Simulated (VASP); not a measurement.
Level of theory: PBEsol GGA, VASP's PBE PAW potentials (set 64) (plane waves; VASP 6.6.1).

The input files of a VASP run:

INCAR:
```
ALGO = Normal
EDIFF = 1E-7
ENCUT = 480
GGA = PS
ISIF = 2
ISMEAR = 0
LASPH = .TRUE.
LCHARG = .FALSE.
LMAXMIX = 4
LREAL = .FALSE.
LWAVE = .FALSE.
NELM = 100
PREC = Accurate
SIGMA = 0.05
SYSTEM = SrCl2
```

### POSCAR
```
SrCl2
1
    0.0000000000     3.4601064366     3.4601064366
    3.4601064366     0.0000000000     3.4601064366
    3.4601064366     3.4601064366     0.0000000000
Sr Cl
1 2
Direct
  0.0000000000   0.0000000000   0.0000000000
  0.2500000000   0.2500000000   0.2500000000
  0.7500000000   0.7500000000   0.7500000000
```

**KPOINTS**
```
Automatic mesh
0
Gamma
6 6 6
0 0 0
```

POTCAR, in this order: Sr_sv Cl (PBE.64 set). Program: vasp_std.

Output of the run:

### OUTCAR
```
 ion  position               nearest neighbor table
   1  0.000  0.000  0.000-   3 3.00   3 3.00   3 3.00   2 3.00   3 3.00   2 3.00   2 3.00   2 3.00
  LATTYP: Found a face centered cubic cell.
 ALAT       =     6.9202128732
 Subroutine PRICEL returns:
 Original cell was already a primitive cell.
 Subroutine GETGRP returns: Found 48 space group operations
The static configuration has the point symmetry O_h .
The dynamic configuration has the point symmetry O_h .
 Subroutine INISYM returns: Found 48 space group operations
 Subroutine IBZKPT returns following result:
 Found     16 irreducible k-points:

 Following reciprocal coordinates:
            Coordinates               Weight
  0.000000  0.000000  0.000000      1.000000
  0.166667  0.000000  0.000000      8.000000
  0.333333  0.000000  0.000000      8.000000
  0.500000  0.000000  0.000000      4.000000
  0.166667  0.166667  0.000000      6.000000
  0.333333  0.166667  0.000000     24.000000
  0.500000  0.166667  0.000000     24.000000
 -0.333333  0.166667  0.000000     24.000000
 -0.166667  0.166667  0.000000     12.000000
  0.333333  0.333333  0.000000      6.000000
...
```

OSZICAR:
```
       N       E                     dE             d eps       ncg     rms          rms(c)
DAV:   1     0.143001529860E+03    0.14300E+03   -0.11210E+04   512   0.127E+03
DAV:   2    -0.505250558398E+01   -0.14805E+03   -0.14548E+03   712   0.240E+02
DAV:   3    -0.132791648698E+02   -0.82267E+01   -0.82210E+01   672   0.622E+01
DAV:   4    -0.135587629173E+02   -0.27960E+00   -0.27956E+00   896   0.931E+00
DAV:   5    -0.135611978388E+02   -0.24349E-02   -0.24349E-02   720   0.752E-01    0.148E+01
DAV:   6    -0.133346787746E+02    0.22652E+00   -0.57633E-01   656   0.441E+00    0.935E+00
DAV:   7    -0.133388822696E+02   -0.42035E-02   -0.35574E-01   776   0.388E+00    0.148E+00
DAV:   8    -0.133394234118E+02   -0.54114E-03   -0.53402E-02   632   0.135E+00    0.281E-01
DAV:   9    -0.133410964434E+02   -0.16730E-02   -0.18586E-03   696   0.282E-01    0.106E-01
DAV:  10    -0.133422972103E+02   -0.12008E-02   -0.10988E-03   600   0.189E-01    0.332E-02
DAV:  11    -0.133424092412E+02   -0.11203E-03   -0.13783E-04   704   0.600E-02    0.326E-02
DAV:  12    -0.133424224231E+02   -0.13182E-04   -0.22039E-05   640   0.246E-02    0.606E-03
DAV:  13    -0.133424248720E+02   -0.24489E-05   -0.39763E-06   720   0.111E-02    0.368E-03
DAV:  14    -0.133424250679E+02   -0.19598E-06   -0.62554E-07   576   0.446E-03    0.261E-03
DAV:  15    -0.133424250606E+02    0.73665E-08   -0.45999E-08   600   0.137E-03
   1 F= -.13342425E+02 E0= -.13342425E+02  d E =-.591227E-22
```

**OUTCAR**
```
------------------------ aborting loop because EDIFF is reached ----------------------------------------
  FORCE on cell =-STRESS in cart. coord.  units (eV):
  Direction    XX          YY          ZZ          XY          YZ          ZX
  --------------------------------------------------------------------------------------
  Total       -0.0458722     -0.0458722     -0.0458722      0.0000000      0.0000000     -0.0000000
  in kB       -0.8870778     -0.8870778     -0.8870778      0.0000000      0.0000000     -0.0000000
  external PRESSURE =      -0.8870778 kB  Pullay stress =       0.0000000 kB
  volume of cell :       82.85
      direct lattice vectors                 reciprocal lattice vectors
     0.000000000  3.460106437  3.460106437    -0.144504225  0.144504225  0.144504225
     3.460106437  0.000000000  3.460106437     0.144504225 -0.144504225  0.144504225
     3.460106437  3.460106437  0.000000000     0.144504225  0.144504225 -0.144504225
 POSITION                                       TOTAL-FORCE (eV/Angst)
 -----------------------------------------------------------------------------------
      0.00000      0.00000      0.00000        -0.000000      0.000000      0.000000
      1.73005      1.73005      1.73005        -0.000000     -0.000000     -0.000000
      5.19016      5.19016      5.19016         0.000000      0.000000      0.000000
 -----------------------------------------------------------------------------------
    total drift:                                0.000000      0.000000      0.000000
  FREE ENERGIE OF THE ION-ELECTRON SYSTEM (eV)
  ---------------------------------------------------
  free  energy   TOTEN  =       -13.3424250606 eV

  energy  without entropy=      -13.3424250606  energy(sigma->0) =      -13.34242506
```
(Selected blocks of OUTCAR.)

The compound is SrCl2 in the fluorite structure. It was relaxed first.
